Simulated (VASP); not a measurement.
Calculation: TPSS meta-GGA, VASP's PBE PAW potentials (set 64) (plane waves; VASP 6.6.1).

A VASP calculation is set up with these files.

### KPOINTS
```
Automatic
0
G
6 6 3
```

### INCAR
```
SYSTEM  =  CdS
PREC  =  Accurate; ENCUT  =  520; LREAL  =  .False.
LASPH  =  .True.
EDIFF  =  1E-6; NELM  =  100; ALGO  =  Normal
LMAXMIX  =  4; LMIXTAU  =  .True.
ISMEAR  =  0; SIGMA  =  0.05
METAGGA  =  TPSS
IBRION  =  2; NSW  =  60; ISIF  =  3
EDIFFG  =  -0.02
LWAVE  =  .False.; LCHARG  =  .False.
```

### POSCAR
```
CdS
1
    2.1044501340    -3.6450143738     0.0000000000
    2.1044501340     3.6450143738     0.0000000000
    0.0000000000     0.0000000000     6.8305604378
Cd S
2 2
Direct
  0.6666670000   0.3333330000   0.4999467555
  0.3333330000   0.6666670000   0.9999467555
  0.6666670000   0.3333330000   0.8770532445
  0.3333330000   0.6666670000   0.3770532445
```

POTCAR, in this order: Cd S (PBE.64 set). Program: vasp_std.

Question: What will the output report for the number of irreducible k-points (NKPTS), largest plane-wave count, number of space-group operations, FFT grid (NGX, NGY, NGZ)?

Answer: 
- number of irreducible k-points (NKPTS): 14
- largest plane-wave count: 2850
- number of space-group operations: 12
- FFT grid (NGX, NGY, NGZ): 32 × 32 × 54

The compound is CdS in the wurtzite structure. It was relaxed first, which changed the volume by +5 %. The start is the result of an earlier pass.
